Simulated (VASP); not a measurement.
```yaml
crystal:
  lattice:
    - [3.89695, 0.00000, 0.00000]
    - [0.00000, 3.89695, 0.00000]
    - [0.00000, 0.00000, 3.89695]
  atoms:
    - { symbol: Zn, position: [0.00000, 0.00000, 0.00000] }
    - { symbol: C, position: [0.50000, 0.50000, 0.50000] }
    - { symbol: Fe, position: [0.00000, 0.50000, 0.50000], spin: 4.0 }
    - { symbol: Fe, position: [0.50000, 0.50000, 0.00000], spin: 4.0 }
    - { symbol: Fe, position: [0.50000, 0.00000, 0.50000], spin: 4.0 }
```

All values below come from PBEsol GGA, VASP's PBE PAW potentials (set 64) (plane waves; VASP). Run with 400 eV cut-off, 5×5×5 Γ-centred mesh, Fermi-Dirac smearing of 0.10 eV, potentials Zn C Fe.

At this cut-off the stress carries a Pulay error, which pulls relaxed volumes low.

Problem. Give the stress tensor in GPa (positive for a compressed cell).

Solution. 
```
-22.72    0.00    0.00
  0.00  -22.72    0.00
  0.00    0.00  -22.72
```
The pressure is its mean diagonal, -22.72 GPa.

The structure was generated: ZnFe3C was put into an ordered model structure, which need not be its known phase. The cell was not relaxed at this level. The k-mesh is coarse (spacing up to 0.32 per Å, 2π included), so the numbers may not be converged in it.
